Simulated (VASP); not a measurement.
An input for Ansatz (written as the equivalent of a VASP run, and not itself run):

Ansatz 0.2 input:
```yaml
crystal:
  lattice:
    - [0.0000000, 2.7730300, 2.7697730]
    - [2.7641380, 0.0000000, 2.7697730]
    - [2.7641380, 2.7730300, 0.0000000]
  atoms:
    - { symbol: Si, position: [0.2500000, 0.2500000, 0.2500000] }
    - { symbol: Si, position: [0.7500000, 0.7500000, 0.7500000] }
    - { symbol: Ni, position: [-0.0072690, 0.0072690, 0.0072690] }
kpoints:
  mp_grid: { grid: [9, 9, 9] }
hamiltonian:
  xc: pbe
  pseudopotentials: { kind: paw }
  hubbard:
    sites:
      - { species: Ni, l: d, u_eff: 1 }
scf:
  occupations: { method: methfessel_paxton, width: 0.1 }
  max_iter: 100
output: { forces: true, stress: true, eigenvalues: true }
```

Problem. Write the VASP files for the same calculation (PBE+U).

Solution. This is not unique; one that fits is 
### KPOINTS
```
Automatic mesh
0
Gamma
9 9 9
0 0 0
```

POSCAR:
```
NiSi2
1
    0.0000000000     2.7730300000     2.7697730000
    2.7641380000     0.0000000000     2.7697730000
    2.7641380000     2.7730300000     0.0000000000
Si Ni
2 1
Direct
  0.2500000000   0.2500000000   0.2500000000
  0.7500000000   0.7500000000   0.7500000000
 -0.0072690000   0.0072690000   0.0072690000
```

### INCAR
```
SYSTEM  =  NiSi2
PREC  =  Accurate; ENCUT  =  400; LREAL  =  F
LASPH  =  T
EDIFF  =  1E-6; NELM  =  100; ALGO  =  Normal
LMAXMIX  =  4
ISMEAR  =  1; SIGMA  =  0.1
GGA  =  PE
LDAUL  =  -1 2
LDAUU  =  0 1.0
LDAUJ  =  0 0
LDAU  =  T; LDAUTYPE  =  2; LDAUPRINT  =  1
ISIF  =  2
LWAVE  =  F; LCHARG  =  F; LORBIT  =  10
```

POTCAR, in this order: Si Ni (PBE.64 set). Program: vasp_std.

Limits of the translation: each code has its own PAW files, so the cut-off isn't converted (ENCUT is set for VASP's; basis.ecutwfc is left out, and Ansatz then takes the one that its files recommend); Ansatz stops its SCF on the density residual and VASP on the energy change (EDIFF); the +U projectors differ, so the same U acts differently.

The compound is NiSi2 in the fluorite structure. The cell was not relaxed at this level, atoms are displaced from their ideal sites. The run is one of a series of settings (LDAU = .TRUE., LDAUJ = 0 0, LDAUL = -1 2, LDAUTYPE = 2, LDAUU = 0 1.0 against the base run), some of them coarse on purpose.
